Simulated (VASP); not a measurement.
Level of theory: PBEsol GGA, VASP's PBE PAW potentials (set 64) (plane waves; VASP).

Input for VASP

POSCAR:
```
Co
1.0
  1.2276829960  -2.1264095457   0.0000000000
  1.2276829960   2.1264095457   0.0000000000
  0.0000000000   0.0000000000   3.9603491558
Co
2
Direct
  0.3333330000   0.6666670000   0.2500000000
  0.6666670000   0.3333330000   0.7500000000
```

**KPOINTS**
```
kpoints
0
Gamma
17 17 9
```

INCAR:
```
SYSTEM = Co
PREC = Accurate
ENCUT = 500
EDIFF = 1E-6
NELM = 100
ALGO = Normal
LREAL = .FALSE.
LASPH = .TRUE.
ISMEAR = 1
SIGMA = 0.1
GGA = PS
LMAXMIX = 4
ISPIN = 2
MAGMOM = 1.6 1.6
LORBIT = 10
LWAVE = .FALSE.
LCHARG = .FALSE.
IBRION = 2
ISIF = 3
NSW = 40
EDIFFG = -0.02
PSTRESS = 50
```

POTCAR, in this order: Co (PBE.64 set). Program: vasp_std.

What VASP printed:

OUTCAR:
```
 ion  position               nearest neighbor table
   1  0.333  0.667  0.250-   2 2.44   2 2.44   2 2.44   2 2.44   2 2.44   2 2.44
   2  0.667  0.333  0.750-   1 2.44   1 2.44   1 2.44   1 2.44   1 2.44   1 2.44
  LATTYP: Found a hexagonal cell.
 ALAT       =     2.4553661834
 C/A-ratio  =     1.6129362628
 Subroutine PRICEL returns:
 Original cell was already a primitive cell.
 Subroutine GETGRP returns: Found 24 space group operations
The static configuration has the point symmetry D_3d.
 The point group associated with its full space group is D_6h.
The dynamic configuration has the point symmetry D_3d.
The overall configuration has the point symmetry D_3d.
 Subroutine INISYM returns: Found 24 space group operations
 Subroutine IBZKPT returns following result:
 Found    165 irreducible k-points:

 Following reciprocal coordinates:
            Coordinates               Weight
  0.000000  0.000000  0.000000      1.000000
  0.058824 -0.000000  0.000000      6.000000
  0.117647 -0.000000  0.000000      6.000000
  0.176471 -0.000000  0.000000      6.000000
  0.235294 -0.000000  0.000000      6.000000
  0.294118 -0.000000  0.000000      6.000000
  0.352941 -0.000000  0.000000      6.000000
  0.411765 -0.000000  0.000000      6.000000
  0.470588 -0.000000  0.000000      6.000000
  0.058824  0.058824  0.000000      6.000000
  0.117647  0.058824  0.000000     12.000000
  0.176471  0.058824  0.000000     12.000000
  0.235294  0.058824  0.000000     12.000000
  0.294118  0.058824  0.000000     12.000000
  0.352941  0.058824  0.000000     12.000000
  0.411765  0.058824  0.000000     12.000000
  0.470588  0.058824  0.000000      6.000000
  0.117647  0.117647  0.000000      6.000000
  0.176471  0.117647  0.000000     12.000000
  0.235294  0.117647  0.000000     12.000000
  0.294118  0.117647  0.000000     12.000000
  0.352941  0.117647  0.000000     12.000000
  0.411765  0.117647  0.000000     12.000000
  0.176471  0.176471  0.000000      6.000000
  0.235294  0.176471  0.000000     12.000000
  0.294118  0.176471  0.000000     12.000000
  0.352941  0.176471  0.000000     12.000000
  0.411765  0.176471  0.000000      6.000000
  0.235294  0.235294  0.000000      6.000000
  0.294118  0.235294  0.000000     12.000000
  0.352941  0.235294  0.000000     12.000000
  0.294118  0.294118  0.000000      6.000000
  0.352941  0.294118  0.000000      6.000000
  0.000000  0.000000  0.111111      2.000000
  0.058824 -0.000000  0.111111     12.000000
  0.117647 -0.000000  0.111111     12.000000
  0.176471 -0.000000  0.111111     12.000000
  0.235294 -0.000000  0.111111     12.000000
  0.294118 -0.000000  0.111111     12.000000
  0.352941 -0.000000  0.111111     12.000000
   k-points           NKPTS =    165   k-points in BZ     NKDIM =    165   number of bands    NBANDS=     15
   number of dos      NEDOS =    301   number of ions     NIONS =      2
   total plane-waves  NPLWV =   9720
   dimension x,y,z NGX =    18 NGY =   18 NGZ =   30
   dimension x,y,z NGXF=    36 NGYF=   36 NGZF=   60
   ions per type =               2
   PREC   = accura    normal or accurate (medium, high low for compatibility)
   ISTART =      0    job   : 0-new  1-cont  2-samecut
   ICHARG =      2    charge: 1-file 2-atom 10-const
   ISPIN  =      2    spin polarized calculation?
   LNONCOLLINEAR =      F non collinear calculations
   LSORBIT =      F    spin-orbit coupling
   INIWAV =      1    electr: 0-lowe 1-rand  2-diag
   ENCUT  =  500.0 eV  36.75 Ry    6.06 a.u.   4.48  4.48  7.22*2*pi/ulx,y,z
   NELM   =    100;   NELMIN=  2; NELMDL= -5     # of ELM steps
   EDIFF  = 0.1E-05   stopping-criterion for ELM
...
```

**OSZICAR**
```
       N       E                     dE             d eps       ncg     rms          rms(c)
DAV:   1     0.765568998524E+02    0.76557E+02   -0.81236E+03 10196   0.155E+03
DAV:   2    -0.158926607658E+02   -0.92450E+02   -0.85437E+02  9914   0.254E+02
DAV:   3    -0.179863520240E+02   -0.20937E+01   -0.20350E+01 11811   0.540E+01
DAV:   4    -0.180195149648E+02   -0.33163E-01   -0.33156E-01 14409   0.520E+00
DAV:   5    -0.180197940171E+02   -0.27905E-03   -0.27905E-03 12185   0.454E-01    0.165E+01
DAV:   6    -0.159002849023E+02    0.21195E+01   -0.14868E+01 10768   0.799E+01    0.726E+00
DAV:   7    -0.155099214469E+02    0.39036E+00   -0.19710E+00 11286   0.278E+01    0.394E+00
DAV:   8    -0.154895064442E+02    0.20415E-01   -0.21278E-02 13914   0.168E+00    0.198E+00
DAV:   9    -0.154720428171E+02    0.17464E-01   -0.45203E-03 15101   0.113E+00    0.687E-01
DAV:  10    -0.154724728761E+02   -0.43006E-03   -0.70194E-04 13903   0.403E-01    0.344E-01
DAV:  11    -0.154723554945E+02    0.11738E-03   -0.28427E-04 12572   0.267E-01    0.331E-02
DAV:  12    -0.154723502017E+02    0.52928E-05   -0.15436E-05 10974   0.364E-02    0.173E-02
DAV:  13    -0.154723484751E+02    0.17266E-05   -0.23024E-06  7821   0.233E-02    0.105E-02
DAV:  14    -0.154723486625E+02   -0.18744E-06   -0.56707E-07  6531   0.109E-02
   1 F= -.14827057E+02 E0= -.14827347E+02  d E =-.148271E+02  mag=     3.1574
       N       E                     dE             d eps       ncg     rms          rms(c)
DAV:   1    -0.159022308293E+02   -0.42988E+00   -0.54405E+00  9907   0.430E+01    0.573E+00
DAV:   2    -0.155145402271E+02    0.38769E+00   -0.19106E+00 10719   0.293E+01    0.331E+00
DAV:   3    -0.154487269077E+02    0.65813E-01   -0.19430E-01 10712   0.907E+00    0.151E+00
DAV:   4    -0.154419734461E+02    0.67535E-02   -0.29712E-03 13339   0.683E-01    0.516E-01
DAV:   5    -0.154360569733E+02    0.59165E-02   -0.13087E-03 15303   0.513E-01    0.875E-02
DAV:   6    -0.154360847057E+02   -0.27732E-04   -0.14705E-04 12142   0.144E-01    0.468E-02
DAV:   7    -0.154360867470E+02   -0.20413E-05   -0.11178E-05 11677   0.468E-02    0.198E-02
DAV:   8    -0.154360864263E+02    0.32075E-06   -0.93018E-07  6672   0.152E-02
   2 F= -.14820521E+02 E0= -.14820430E+02  d E =0.653578E-02  mag=     3.0690
       N       E                     dE             d eps       ncg     rms          rms(c)
DAV:   1    -0.156253355456E+02   -0.18925E+00   -0.19261E+00  9900   0.264E+01    0.322E+00
DAV:   2    -0.154964493810E+02    0.12889E+00   -0.69469E-01 10663   0.172E+01    0.190E+00
DAV:   3    -0.154706647669E+02    0.25785E-01   -0.73024E-02 10593   0.560E+00    0.909E-01
DAV:   4    -0.154683745135E+02    0.22903E-02   -0.98637E-04 11940   0.402E-01    0.328E-01
DAV:   5    -0.154662541620E+02    0.21204E-02   -0.52852E-04 15145   0.322E-01    0.617E-02
DAV:   6    -0.154662825677E+02   -0.28406E-04   -0.45780E-05 12816   0.975E-02    0.376E-02
DAV:   7    -0.154662875513E+02   -0.49835E-05   -0.64869E-06 11399   0.423E-02    0.115E-02
DAV:   8    -0.154662895616E+02   -0.20103E-05   -0.84543E-07  5370   0.136E-02    0.405E-03
DAV:   9    -0.154662897738E+02   -0.21216E-06   -0.13263E-07  5153   0.458E-03
   3 F= -.14833429E+02 E0= -.14833623E+02  d E =-.637202E-02  mag=     3.1270
```

**OUTCAR**
```
------------------------ aborting loop because EDIFF is reached ----------------------------------------
  FORCE on cell =-STRESS in cart. coord.  units (eV):
  Direction    XX          YY          ZZ          XY          YZ          ZX
  --------------------------------------------------------------------------------------
  Total        0.6153741      0.6153743      0.6510183      0.0000000      0.0000000      0.0000000
  in kB       48.6184480     48.6184581     51.4345585      0.0000000      0.0000000      0.0000000
  external PRESSURE =      -0.4428451 kB  Pullay stress =      50.0000000 kB
  volume of cell :       20.28
      direct lattice vectors                 reciprocal lattice vectors
     1.219755219 -2.112678232  0.000000000     0.409918312 -0.236666423  0.000000000
     1.219755219  2.112678232 -0.000000000     0.409918312  0.236666423  0.000000000
    -0.000000000  0.000000000  3.934709704     0.000000000  0.000000000  0.254148355
 POSITION                                       TOTAL-FORCE (eV/Angst)
 -----------------------------------------------------------------------------------
      1.21976      0.70423      0.98368        -0.000000      0.000000      0.000000
      1.21976     -0.70423      2.95103         0.000000     -0.000000      0.000000
 -----------------------------------------------------------------------------------
    total drift:                                0.000000     -0.000007     -0.000030
  FREE ENERGIE OF THE ION-ELECTRON SYSTEM (eV)
  ---------------------------------------------------
  free  energy   TOTEN  =       -15.4662897738 eV

  energy  without entropy=      -15.4668707714  energy(sigma->0) =      -15.46648344
  enthalpy is  TOTEN    =       -14.8334290310 eV   P V=        0.6328607428

 total charge

# of ion       s       p       d       tot
------------------------------------------
    1        0.519   0.587   7.307   8.412
    2        0.519   0.587   7.307   8.412
--------------------------------------------------
tot          1.037   1.174  14.614  16.825

 magnetization (x)

# of ion       s       p       d       tot
------------------------------------------
    1       -0.015  -0.050   1.631   1.566
    2       -0.015  -0.050   1.631   1.566
--------------------------------------------------
tot         -0.030  -0.100   3.261   3.131

 reached required accuracy - stopping structural energy minimisation
```
(Selected blocks of OUTCAR.)

File CONTCAR:
```
Co
   1.00000000000000
     1.2197552191653451   -2.1126782320004640    0.0000000000000000
     1.2197552191653451    2.1126782320004640   -0.0000000000000000
    -0.0000000000000000    0.0000000000000000    3.9347097040396468
  Co
     2
Direct
     0.3333330000000032    0.6666669999999968    0.2500000000000000
     0.6666669999999968    0.3333330000000032    0.7500000000000000
```

The compound is Co in the hcp structure. This run relaxes it under an external pressure of 5 GPa. Symmetry was kept, so distortions that lower it aren't found.
